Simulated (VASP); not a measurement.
OSZICAR of a VASP run on LiH (rock salt):

### OSZICAR
```
       N       E                     dE             d eps       ncg     rms          rms(c)
DAV:   1    -0.227239082233E+01   -0.22724E+01   -0.15481E+03   696   0.655E+02
DAV:   2    -0.733631980640E+01   -0.50639E+01   -0.49616E+01   978   0.703E+01
DAV:   3    -0.741479466086E+01   -0.78475E-01   -0.78475E-01   792   0.832E+00
DAV:   4    -0.741612259854E+01   -0.13279E-02   -0.13279E-02   912   0.829E-01
DAV:   5    -0.741613744854E+01   -0.14850E-04   -0.14850E-04   828   0.538E-02    0.278E+00
DAV:   6    -0.688493026264E+01    0.53121E+00   -0.20790E-01  1038   0.401E+00    0.188E+00
DAV:   7    -0.715101226604E+01   -0.26608E+00   -0.97866E-01   942   0.512E+00    0.113E+00
DAV:   8    -0.668525082684E+01    0.46576E+00   -0.22397E-01   696   0.448E+00    0.286E-01
DAV:   9    -0.679480742700E+01   -0.10956E+00   -0.70378E-02   672   0.345E+00    0.124E-01
DAV:  10    -0.680797589846E+01   -0.13168E-01   -0.20915E-02   672   0.121E+00    0.102E-01
DAV:  11    -0.680837280875E+01   -0.39691E-03   -0.10599E-03   798   0.296E-01    0.258E-02
DAV:  12    -0.680834413269E+01    0.28676E-04   -0.10536E-04   690   0.130E-01    0.157E-02
DAV:  13    -0.680840709801E+01   -0.62965E-04   -0.72230E-05   708   0.902E-02    0.178E-03
DAV:  14    -0.680842155882E+01   -0.14461E-04   -0.10155E-05   744   0.430E-02    0.564E-04
DAV:  15    -0.680842289262E+01   -0.13338E-05   -0.71676E-07   762   0.821E-03    0.848E-04
DAV:  16    -0.680842341329E+01   -0.52067E-06   -0.81611E-08   786   0.454E-03    0.834E-04
DAV:  17    -0.680842505981E+01   -0.16465E-05   -0.42817E-07   672   0.711E-03    0.169E-04
DAV:  18    -0.680842498887E+01    0.70938E-07   -0.88081E-09   438   0.109E-03
   1 F= -.68084250E+01 E0= -.68084250E+01  d E =-.154410E-31
```

Which electronic solver shows in the log?

It is blocked Davidson (ALGO = Normal, or the opening steps of other solvers). The INCAR had ALGO = Normal.

Can the final energy be trusted as converged?

The run converged. It stopped with EDIFF = 1E-7, NELM = 100 (r2SCAN meta-GGA, plane waves, VASP's PBE PAW potentials (set 64)).

The compound is LiH in the rock salt structure. This cell is one point of a volume scan, at 0.94 of the reference volume.
